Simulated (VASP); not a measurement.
## ZnCdSO: structure and properties in VASP

Aim: relax ZnCdSO, then compute properties on the relaxed cell. The steps: rough relaxation of the start cell, full relaxation (r2SCAN), density, ELF and potential (r2SCAN), band structure (r2SCAN), density of states (r2SCAN), band structure (HSE06), volume scan with r2SCAN and fit for r2SCAN. The cell is invented: it takes the structure of a Materials Project entry for ZnCdSeS (space group 156 there), with some of its atoms replaced by other elements, volume scaled by an estimate. It may not be a known or stable phase.

Calculated with VASP 6.6.1; r2SCAN; plane waves and PAW (Cd, Zn, S, O), in the first sound run; inputs show where later runs differ.

This is a report of a sequence of runs, with most program output left out.

## (1) The structure

Before any relaxation, the start is as follows. The structure is trigonal, space group P3m1 (No. 156). Conventional cell: a = 3.775 Å, b = 3.775 Å, c = 6.275 Å, α = 90.00°, β = 90.00°, γ = 120.00°. Nearest to Cd lie 1 S at 2.35 Å and 3 O at 2.41 Å. Nearest to Zn lie 3 S at 2.26 Å and 1 O at 2.28 Å. Nearest to S lie 3 Zn at 2.26 Å and 1 Cd at 2.35 Å. Nearest to O lie 1 Zn at 2.28 Å and 3 Cd at 2.41 Å. It derives from ZnCdSeS. it takes the structure of a Materials Project entry for ZnCdSeS (space group 156 there), with some of its atoms replaced by other elements, volume scaled by an estimate. Farther neighbours and most contacts between anions are not listed.

As a file:

```cif
data_structure
_symmetry_space_group_name_H-M 'P3m1'
_symmetry_Int_Tables_number 156
_cell_length_a 3.7750
_cell_length_b 3.7750
_cell_length_c 6.2750
_cell_angle_alpha 90.000
_cell_angle_beta 90.000
_cell_angle_gamma 120.000
_cell_volume 77.44
loop_
_atom_site_label
_atom_site_type_symbol
_atom_site_symmetry_multiplicity
_atom_site_Wyckoff_symbol
_atom_site_fract_x
_atom_site_fract_y
_atom_site_fract_z
_atom_site_occupancy
Cd1 Cd 1 a 0.00000 0.00000 0.51697 1
Zn1 Zn 1 b 0.33333 0.66667 0.98950 1
S1 S 1 a 0.00000 0.00000 0.89196 1
O1 O 1 b 0.33333 0.66667 0.35356 1
```

## (2) Rough relaxation of the start cell

The start is only an estimate, so a cheap relaxation brings it near a minimum before any careful run. r2SCAN adds the kinetic-energy density, costs more than a GGA and is run with LASPH.

Input file INCAR:

```
SYSTEM = ZnCdSO
PREC = Normal
ENCUT = 520
EDIFF = 1E-05
NELM = 60
ISMEAR = 0
SIGMA = 0.05
LREAL = .FALSE.
ALGO = Normal
METAGGA = R2SCAN
LASPH = .TRUE.
NBANDS = 24
LORBIT = 11
LWAVE = .FALSE.
LCHARG = .FALSE.
KPAR = 2
IBRION = 2
NSW = 40
ISIF = 3
EDIFFG = -0.04
```

Input file POSCAR:

```
ZnCdSO
1.0
    3.7750460000      0.0000000000      0.0000000000
   -1.8875230000      3.2692860000      0.0000000000
    0.0000000000      0.0000000000      6.2749960000
Cd Zn S O
1 1 1 1
Direct
    0.0000000000      0.0000000000      0.5169700000
    0.3333333300      0.6666666700      0.9895030000
    0.0000000000      0.0000000000      0.8919620000
    0.3333333300      0.6666666700      0.3535650000
```

Input file KPOINTS:

```
Automatic mesh
0
Gamma
5 5 3
0 0 0
```

Potentials, in the order of the species: Cd, Zn, S and O (PBE family, release 64).

Command:

```
mpirun -np 2 vasp_std
```

The job ended after 92 s (2 MPI ranks of Intel Xeon 6975P-C (Granite Rapids), shared host; peak memory 0.33 GiB).

The gap is read on the k-mesh alone, so it is an upper bound where the band edges lie off the mesh. This relaxation is a rough one on cheap settings, only to bring the start near its minimum. The PAW data sets were made with PBE, which is usual practice but a small mismatch for other functionals. The run keeps the 6 symmetry operations of its start, so it cannot find a distortion of lower symmetry.

Step by step:

```csv
step,energy less that of the first step (eV),largest force (eV/Å),pressure (GPa),volume (Å³)
1,0.0000,3.3017,-4.43,77.44
2,-0.6868,1.8387,0.37,71.60
3,-0.7749,0.9835,6.91,67.55
4,-0.7887,1.2673,4.74,68.66
5,-0.9141,0.9330,0.24,72.32
6,-0.9302,0.5822,1.03,71.39
7,-0.9413,0.1423,-1.01,72.79
8,-0.9426,0.1241,-0.50,72.44
9,-0.9453,0.0562,-0.04,72.01
10,-0.9456,0.0538,0.11,71.87
11,-0.9456,0.0524,0.20,71.82
12,-0.9456,0.0557,0.14,71.83
13,-0.9459,0.0399,-0.04,71.95
```

```csv
"conventional cell, symmetrised",before,after,change
a (Å),3.775,3.737,-1.0 %
b (Å),3.775,3.737,-1.0 %
c (Å),6.275,5.951,-5.2 %
volume (Å³/atom),19.36,17.99,-7.1 %
```

The atoms that moved most (Å, as changes of fractional coordinates times the final cell):

```csv
atom,dx,dy,dz,length
Cd1,0.000,0.000,-0.301,0.301
Zn2,0.000,0.000,0.244,0.244
O4,0.000,0.000,0.038,0.038
S3,0.000,0.000,0.018,0.018
```

Final coordinates:

```
Cd Zn S O
1.0
     3.73659    0.00000    0.00000
    -1.86830    3.23598    0.00000
     0.00000    0.00000    5.95079
Cd Zn S O
1 1 1 1
Direct
  0.00000 0.00000 0.46645
  0.33333 0.66667 0.03054
  0.00000 0.00000 0.89500
  0.33333 0.66667 0.36001
```

A gap read on the k-mesh alone can miss the band edges.

This step gave:

```
electrons                       : 36
bands                           : 24
irreducible k-points            : 12
symmetry operations             : 6
free energy (TOTEN)             : -47.39 eV
Fermi energy                    : 1.591 eV
pressure                        : -0.03662 GPa
metallic                        : no
valence top at k                : 0, 0, 0
conduction bottom at k          : 0, 0, 0
least direct gap at k           : 0, 0, 0
SCF cycles over all ionic steps : 96
gap on the k-mesh               : 0.6434 eV
least direct gap on the k-mesh  : 0.6434 eV
```

It ends with a largest force of 0.040 eV/Å and a pressure of -0.04 GPa.

## (3) Full relaxation (r2SCAN)

Properties are meant for the cell that this level of theory prefers, so cell and atoms are relaxed first (ISIF = 3) until forces and stress are small; EDIFFG sets the threshold.

Input file INCAR:

```
SYSTEM = ZnCdSO
PREC = Accurate
ENCUT = 520
EDIFF = 1E-06
NELM = 100
ISMEAR = 0
SIGMA = 0.05
LREAL = .FALSE.
ALGO = Normal
METAGGA = R2SCAN
LASPH = .TRUE.
NBANDS = 24
LORBIT = 11
LWAVE = .FALSE.
LCHARG = .FALSE.
KPAR = 2
IBRION = 2
NSW = 60
ISIF = 3
EDIFFG = -0.01
```

Input file POSCAR:

```
ZnCdSO
1.0
    3.7365930022      0.0000000000      0.0000000000
   -1.8682965011      3.2359847172      0.0000000000
    0.0000000000      0.0000000000      5.9507928782
Cd Zn S O
1 1 1 1
Direct
    0.0000000000      0.0000000000      0.4664489276
    0.3333333300      0.6666666700      0.0305405338
    0.0000000000      0.0000000000      0.8949961612
    0.3333333300      0.6666666700      0.3600143774
```

Input file KPOINTS:

```
Automatic mesh
0
Gamma
7 7 4
0 0 0
```

Command:

```
mpirun -np 2 vasp_std
```

The job ended after 2.3 min (2 MPI ranks; peak memory 0.45 GiB; 4.5 min of CPU time).

Relaxation path:

```csv
step,energy less that of the first step (eV),largest force (eV/Å),pressure (GPa),volume (Å³)
1,0.0000,0.0563,-0.06,71.95
2,-0.0002,0.0287,0.08,71.88
3,-0.0003,0.0219,0.12,71.86
4,-0.0003,0.0259,0.19,71.82
5,-0.0003,0.0206,0.12,71.85
6,-0.0003,0.0086,-0.02,71.97
```

```csv
"conventional cell, symmetrised",before,after,change
a (Å),3.737,3.736,-0.0 %
b (Å),3.737,3.736,-0.0 %
c (Å),5.951,5.955,+0.1 %
volume (Å³/atom),17.99,17.99,+0.0 %
```

The relaxed structure:

```xyz
4
Lattice="3.7356 0.0000 0.0000 -1.8678 3.2351 0.0000 0.0000 0.0000 5.9553" Properties=species:S:1:pos:R:3 pbc="T T T"
Cd    0.0000    0.0000    2.7718
Zn    0.0000    2.1567    0.1874
S     0.0000    0.0000    5.3296
O     0.0000    2.1567    2.1448
```

This step gave:

```
irreducible k-points            : 28
free energy (TOTEN)             : -47.40 eV
Fermi energy                    : 1.576 eV
pressure                        : -0.02168 GPa
SCF cycles over all ionic steps : 44
gap on the k-mesh               : 0.6196 eV
least direct gap on the k-mesh  : 0.6196 eV
```

It ends with a largest force of 0.009 eV/Å and a pressure of -0.02 GPa.

## (4) Density, ELF and potential (r2SCAN)

A single point on the relaxed cell gives a clean self-consistent state, with density, ELF and potential written out.

INCAR, as its differences from that of step 3:

```diff
@@ -14,7 +14,5 @@
 LWAVE = .FALSE.
-LCHARG = .FALSE.
-KPAR = 2
-IBRION = 2
-NSW = 60
-ISIF = 3
-EDIFFG = -0.01
+LCHARG = .TRUE.
+ISIF = 2
+LELF = .TRUE.
+LVHAR = .TRUE.
```

Input file POSCAR:

```
ZnCdSO
1.0
    3.7355713009      0.0000000000      0.0000000000
   -1.8677856505      3.2350998977      0.0000000000
    0.0000000000      0.0000000000      5.9552773176
Cd Zn S O
1 1 1 1
Direct
    0.0000000000      0.0000000000      0.4654295487
    0.3333333300      0.6666666700      0.0314759406
    0.0000000000      0.0000000000      0.8949359676
    0.3333333300      0.6666666700      0.3601585432
```

KPOINTS is that of step 3.

Command:

```
mpirun -np 2 vasp_std
```

Elapsed: 44 s, on 2 MPI ranks; peak memory 0.37 GiB.

Numbers from this step:

```
SCF cycles                     : 16
pressure                       : -0.03715 GPa
gap on the k-mesh              : 0.6194 eV
least direct gap on the k-mesh : 0.6194 eV
```

Valence electrons inside each PAW sphere by angular momentum. Sphere charges, by row:

```csv
atom,s (e),p (e),d (e),tot (e)
Cd1,0.342,0.261,9.627,10.23
Zn2,0.501,0.514,9.851,10.87
S3,1.306,2.473,0,3.78
O4,1.561,3.413,0,4.973
```

ELF in the ac plane at fractional y = 0.000, with atoms of Cd and S within 0.2 Å of it. It is the smooth field of the valence electrons, not physical close to the nuclei.

Values, 22 rows by 14 columns, each cell a mean:
```
0.55 0.69 0.83 0.84 0.69 0.36 0.17 0.14 0.20 0.45 0.74 0.86 0.81 0.65
0.29 0.53 0.79 0.85 0.75 0.44 0.18 0.14 0.24 0.54 0.79 0.85 0.75 0.46
0.33 0.54 0.78 0.84 0.75 0.47 0.18 0.12 0.24 0.56 0.78 0.84 0.74 0.48
0.70 0.76 0.82 0.81 0.71 0.42 0.14 0.08 0.20 0.51 0.74 0.83 0.81 0.74
0.86 0.86 0.84 0.77 0.62 0.33 0.09 0.05 0.14 0.42 0.66 0.80 0.85 0.86
0.83 0.81 0.75 0.63 0.45 0.21 0.05 0.03 0.08 0.27 0.50 0.68 0.77 0.81
0.44 0.43 0.40 0.32 0.22 0.10 0.03 0.02 0.04 0.13 0.24 0.35 0.41 0.43
0.19 0.18 0.17 0.15 0.11 0.06 0.03 0.02 0.03 0.07 0.12 0.16 0.17 0.19
0.21 0.23 0.23 0.17 0.12 0.07 0.04 0.03 0.04 0.08 0.13 0.19 0.23 0.22
0.07 0.12 0.22 0.24 0.15 0.09 0.07 0.07 0.07 0.10 0.17 0.26 0.20 0.10
0.00 0.02 0.14 0.25 0.16 0.10 0.12 0.15 0.11 0.11 0.19 0.24 0.10 0.02
0.00 0.01 0.09 0.23 0.15 0.13 0.24 0.30 0.20 0.12 0.18 0.21 0.06 0.00
0.01 0.03 0.14 0.22 0.13 0.17 0.35 0.42 0.30 0.14 0.15 0.22 0.10 0.02
0.11 0.15 0.22 0.18 0.11 0.23 0.42 0.48 0.37 0.18 0.12 0.21 0.21 0.14
0.27 0.26 0.21 0.12 0.12 0.25 0.41 0.45 0.37 0.20 0.11 0.14 0.23 0.27
0.21 0.18 0.13 0.08 0.10 0.21 0.32 0.35 0.30 0.17 0.09 0.09 0.14 0.19
0.08 0.08 0.06 0.06 0.07 0.12 0.18 0.20 0.16 0.11 0.07 0.06 0.07 0.08
0.08 0.07 0.07 0.06 0.06 0.08 0.10 0.11 0.10 0.08 0.06 0.06 0.07 0.07
0.27 0.25 0.21 0.15 0.11 0.10 0.11 0.11 0.11 0.10 0.11 0.17 0.22 0.26
0.62 0.60 0.54 0.39 0.23 0.15 0.14 0.15 0.14 0.16 0.26 0.44 0.56 0.61
0.76 0.77 0.75 0.62 0.38 0.19 0.16 0.16 0.16 0.23 0.44 0.68 0.76 0.77
0.76 0.80 0.83 0.76 0.54 0.25 0.16 0.16 0.17 0.31 0.60 0.80 0.83 0.79
```
Columns run along a (3.7 Å), rows up along c (6.0 Å). Atoms in or near the plane, at fractional coordinates: Cd at (0.00, 0.47), S at (0.00, 0.89).

Electrostatic potential energy in the ac plane at fractional y = 0.000, with atoms of Cd and S within 0.2 Å of it. With pseudopotentials it is smooth inside the atoms' cores, unlike the true potential.

Ten even steps from '_' (-76 eV) to '@' (5 eV), each cell a mean:
```
____==%%@@@@@@@@@@@@@@##--__
____::##@@@@@@@@@@@@@@**..__
____::##@@@@@@@@@@@@@@**..__
__..++%%@@@@@@@@@@@@@@##==..
==**%%@@@@@@@@@@@@@@@@@@##++
%%%%@@@@@@@@@@@@@@@@@@@@@@%%
@@@@@@@@@@@@@@@@@@@@@@@@@@@@
%%%%@@@@@@@@@@@@@@@@@@@@@@%%
%%%%%%@@@@@@@@@@@@@@@@%%%%%%
####%%%%@@@@@@@@@@@@@@%%%%##
####%%%%%%@@@@@@@@@@%%%%####
######%%%%@@@@@@@@@@%%%%####
####%%%%@@@@@@@@@@@@%%%%####
##%%%%%%@@@@@@@@@@@@@@%%%%##
%%%%%%@@@@@@@@@@@@@@@@@@%%%%
%%%%@@@@@@@@@@@@@@@@@@@@@@%%
@@@@@@@@@@@@@@@@@@@@@@@@@@@@
@@@@@@@@@@@@@@@@@@@@@@@@@@@@
@@@@@@@@@@@@@@@@@@@@@@@@@@@@
@@@@@@@@@@@@@@@@@@@@@@@@@@@@
%%%%@@@@@@@@@@@@@@@@@@@@@@%%
==++%%@@@@@@@@@@@@@@@@@@##++
```
Columns run along a (3.7 Å; values clipped at the 3rd and 97th percentile), rows up along c (6.0 Å). Atoms in or near the plane, at fractional coordinates: Cd at (0.00, 0.47), S at (0.00, 0.89).

Valence density in the ac plane at fractional y = 0.000, with atoms of Cd and S within 0.2 Å of it. It is the smooth field of the valence electrons, not physical close to the nuclei.

Ten steps, logarithmic in the rise over the least value, from '_' (0.03 × 1e0 e/Å³) to '@' (9.43 × 1e0 e/Å³), each cell a mean:
```
==++++==--::::::::::--==++++
__==++==--::....::::--++++--
..==++==--::......::--++++--
++++++==::....__..::--==++++
++++==--::..______..::--==++
====--::..__________..::--==
----::....__________..::::--
----::....__________..::::--
**++==::..__________..--==++
%%##**==::..______..::==**##
@@%%##++::..........--++##@@
@@@@##++--::......::--**%%@@
@@%%##==::::::::::::--++##@@
####++--::::::::::::::==**##
++==--::....::::::....::==++
--::::..................::::
......____........______....
..__________......__________
............................
::::::................::::::
====--::::::::::::::::----==
++++==----::::::::::--====++
```
Columns run along a (3.7 Å), rows up along c (6.0 Å). Atoms in or near the plane, at fractional coordinates: Cd at (0.00, 0.47), S at (0.00, 0.89).

In this run the pressure is -0.04 GPa, small enough to go on.

## (5) Band structure (r2SCAN)

The mesh alone shows little of the dispersion and can miss band extrema, so KPOINTS_OPT adds a path through the symmetry points after the self-consistent cycle.

INCAR, as its differences from that of step 4:

```diff
@@ -11,8 +11,6 @@
 LASPH = .TRUE.
-NBANDS = 24
+NBANDS = 32
 LORBIT = 11
 LWAVE = .FALSE.
-LCHARG = .TRUE.
-ISIF = 2
-LELF = .TRUE.
-LVHAR = .TRUE.
+LCHARG = .FALSE.
+KPAR = 2
```

POSCAR is that of step 4.

KPOINTS is that of step 4.

Input file KPOINTS_OPT:

```
Line mode
16
Line-mode
Reciprocal
  0.00000000   0.00000000   0.00000000 GAMMA
  0.50000000   0.00000000   0.00000000 M

  0.50000000   0.00000000   0.00000000 M
  0.33333333   0.33333333   0.00000000 K

  0.33333333   0.33333333   0.00000000 K
  0.00000000   0.00000000   0.00000000 GAMMA

  0.00000000   0.00000000   0.00000000 GAMMA
  0.00000000   0.00000000   0.50000000 A

  0.00000000   0.00000000   0.50000000 A
  0.50000000   0.00000000   0.50000000 L

  0.50000000   0.00000000   0.50000000 L
  0.33333333   0.33333333   0.50000000 H

  0.33333333   0.33333333   0.50000000 H
  0.00000000   0.00000000   0.50000000 A

  0.50000000   0.00000000   0.50000000 L
  0.50000000   0.00000000   0.00000000 M

  0.33333333   0.33333333   0.00000000 K
  0.33333333   0.33333333   0.50000000 H
```

Command:

```
mpirun -np 2 vasp_std
```

The job ended after 2.5 min (2 MPI ranks; peak memory 0.5 GiB).

Spin-orbit coupling is off here; it would split degenerate levels.

This step gave:

| Property | Result |
| --- | --- |
| SCF cycles | 15 |
| bands | 32 |
| Fermi energy | 1.513 eV |
| pressure | -0.04651 GPa |
| least gap on mesh and path | 0.619 eV |
| least direct gap on mesh and path | 0.6192 eV |

Electronic bands along the path, in eV, zero at the valence-band top; v1 is the highest filled band, c1 the lowest empty one:

```csv
point,v4,v3,v2,v1,c1,c2,c3,c4
Γ,-1.27,-0.50,0.00,0.00,0.62,4.41,7.86,7.86
0.47 of the way,-1.93,-1.79,-0.82,-0.46,2.33,5.52,7.03,8.04
M,-3.00,-2.42,-1.65,-0.95,4.48,4.87,5.75,6.56
0.47 of the way,-3.09,-2.65,-1.77,-1.43,4.87,5.66,6.09,6.77
K,-3.36,-2.23,-2.20,-1.93,5.35,5.69,7.02,7.32
0.53 of the way,-2.49,-1.87,-0.95,-0.75,2.74,6.30,6.99,7.12
Γ,-1.27,-0.50,0.00,0.00,0.62,4.41,7.86,7.86
0.53 of the way,-1.21,-1.21,-0.06,-0.06,1.88,4.41,7.09,7.86
A,-1.15,-1.15,-0.11,-0.11,2.93,4.30,5.96,7.86
0.47 of the way,-1.74,-1.56,-1.36,-0.69,3.70,5.22,6.30,7.05
L,-2.08,-1.93,-1.29,-1.21,3.88,4.70,6.31,7.10
0.47 of the way,-2.59,-2.05,-1.74,-1.08,4.33,5.63,6.51,7.24
H,-3.24,-2.57,-1.77,-0.98,5.29,5.67,6.32,7.38
0.47 of the way,-2.10,-1.74,-1.34,-1.28,4.08,5.83,6.58,6.95
A,-1.15,-1.15,-0.11,-0.11,2.93,4.30,5.96,7.86
jump to L,-2.08,-1.93,-1.29,-1.21,3.88,4.70,6.31,7.10
0.47 of the way,-2.39,-2.26,-1.33,-1.11,4.07,4.78,5.78,7.57
M,-3.00,-2.42,-1.65,-0.95,4.48,4.87,5.75,6.56
jump to K,-3.36,-2.23,-2.20,-1.93,5.35,5.69,7.02,7.32
0.53 of the way,-3.58,-2.22,-1.98,-1.45,5.66,5.68,5.88,7.80
H,-3.24,-2.57,-1.77,-0.98,5.29,5.67,6.32,7.38
```

Of the projections kept (Cd, Zn, S, O), the largest for each band there; the rest of the weight can lie on other orbitals:

```csv
point,v4,v3,v2,v1,c1,c2,c3,c4
Γ,O 0.68,O 0.46,S 0.61,S 0.61,Cd 0.59,Zn 0.59,Zn 0.91,Zn 0.91
M,S 0.35,O 0.57,O 0.37,S 0.44,Cd 0.46,Zn 0.59,Zn 0.33,O 0.40
K,O 0.55,O 0.60,S 0.66,O 0.45,Cd 0.54,Cd 0.48,Zn 0.55,O 0.45
Γ,O 0.68,O 0.46,S 0.61,S 0.61,Cd 0.59,Zn 0.59,Zn 0.91,Zn 0.91
A,O 0.75,O 0.75,S 0.70,S 0.70,Cd 0.48,Zn 0.46,Cd 0.43,Zn 0.92
L,O 0.69,O 0.61,S 0.58,S 0.49,Cd 0.39,Zn 0.58,Cd 0.50,Cd 0.50
```

The path finds the gap of the mesh within 0.02 eV, so the mesh comes close to both band edges.

## (6) Density of states (r2SCAN)

A density of states needs more k-points than a total energy; ISMEAR = -5 takes tetrahedra, and LORBIT projects the states on the PAW spheres. The mesh is finer than in the run before.

INCAR, as its differences from that of step 5:

```diff
@@ -5,3 +5,3 @@
 NELM = 100
-ISMEAR = 0
+ISMEAR = -5
 SIGMA = 0.05
@@ -16 +16,2 @@
 KPAR = 2
+NEDOS = 2001
```

POSCAR is that of step 5.

Input file KPOINTS:

```
Automatic mesh
0
Gamma
10 10 6
0 0 0
```

Command:

```
mpirun -np 2 vasp_std
```

It took 2 min on 2 MPI ranks; peak memory 0.61 GiB; 3.9 min of CPU time.

Numbers from this step:

- irreducible k-points: 72
- Fermi energy: 1.311 eV
- pressure: -0.04822 GPa
- gap on the k-mesh: 0.6207 eV
- least direct gap on the k-mesh: 0.6207 eV

The density of states has structure finer than the step of the table below, so its rows give means over 0.5 eV, whole bins alone (the curve runs from -6.51 to 8.60 eV). Peaks (eV: height): total -6.07: 18.7, -5.76: 14.6, -5.60: 28.5, -1.16: 7.43; Zn d -6.07: 14.8, -5.76: 12.3, -5.60: 25.8; Cd d -6.07: 0.346, -5.76: 0.464, -5.60: 0.889, -4.61: 0.203, -1.16: 0.372.

States under -6.5 eV and over 8.6 eV are left out, among them most of the Cd d (centred near -7.4 eV) states; flat bands give spikes narrower than the energy grid, so sums over such rows miss the true count of states. Density of states against energy, zero at the valence-band top; means over each step; values in states/eV/cell:

```csv
energy (eV),total,Zn d,Cd d
-6.0,11.1,9.04,0.223
-5.5,7.27,6.45,0.234
-5.0,0.123,0.0122,0.00654
-4.5,2.43,0.243,0.113
-4.0,2.08,0.314,0.0949
-3.5,2.13,0.271,0.113
-3.0,1.88,0.160,0.0946
-2.5,2.92,0.210,0.151
-2.0,3.53,0.253,0.188
-1.5,3.75,0.287,0.209
-1.0,3.85,0.341,0.172
-0.5,1.18,0.143,0.0308
0.0,0.231,0.0306,0.00436
0.5,2.0e-4,0,0
1.0,0.0227,1.2e-4,6.9e-5
1.5,0.0922,7.5e-4,5.4e-4
2.0,0.170,0.00123,7.4e-4
2.5,0.284,0.00148,0.00110
3.0,0.453,0.00185,0.00192
3.5,0.635,0.00215,0.00348
4.0,1.13,0.00852,0.0117
4.5,0.867,0.00781,0.0106
5.0,1.24,0.0240,0.0120
5.5,2.10,0.0456,0.0250
6.0,2.12,0.0608,0.0325
6.5,2.27,0.0676,0.0279
7.0,1.63,0.0332,0.0298
7.5,2.69,0.0619,0.0501
8.0,1.98,0.0554,0.0292
```

The gap on this mesh is 0.62 eV.

## (7) A semilocal run for the hybrid's start

This step: PBE; plane waves and PAW (Cd, Zn, S, O); invented cell (VASP 6.6.1).

A hybrid converges badly from random orbitals, so a cheap semilocal run writes a WAVECAR on the same mesh first.

Input file INCAR:

```
SYSTEM = ZnCdSO
PREC = Accurate
ENCUT = 520
EDIFF = 1E-05
NELM = 100
ISMEAR = 0
SIGMA = 0.05
LREAL = .FALSE.
ALGO = Normal
GGA = PE
NBANDS = 24
LORBIT = 11
LWAVE = .TRUE.
LCHARG = .FALSE.
KPAR = 2
```

POSCAR is that of step 6.

Input file KPOINTS:

```
Automatic mesh
0
Gamma
4 4 3
0 0 0
```

Command:

```
mpirun -np 2 vasp_std
```

Wall time 6 s (2 MPI ranks); peak memory 0.37 GiB.

At this level the cell is under a pressure of 3.0 GPa, so at these settings it is away from equilibrium.

This step gave:

```
SCF cycles                     : 14
bands                          : 24
irreducible k-points           : 9
free energy (TOTEN)            : -14.61 eV
Fermi energy                   : 1.711 eV
pressure                       : 3.034 GPa
gap on the k-mesh              : 0.2236 eV
least direct gap on the k-mesh : 0.2236 eV
```

Force by atom:

```csv
atom,x (eV/Å),y (eV/Å),z (eV/Å),size
Cd1,0.000,0.000,0.126,0.126
Zn2,0.000,0.000,-0.180,0.180
S3,0.000,0.000,-0.091,0.091
O4,0.000,0.000,0.145,0.145
```

(Part 1 of 2 ends here.)

[Lines on the potential files, build, host, timing and source positions are cut from VASP's logs without a mark.]

[Logs are printed without paths, hosts, clocks, repeated set-up lines and the standing remarks that a program may print on its own settings, such as how far it seeks lower states.]

[Hosts, paths, dates, database ids (printed as entryN), source tags and the programs' standing remarks are cut or masked in the printed files.]

[A measured line is paired with the nearest computed mode of its activity, which favours agreement.]
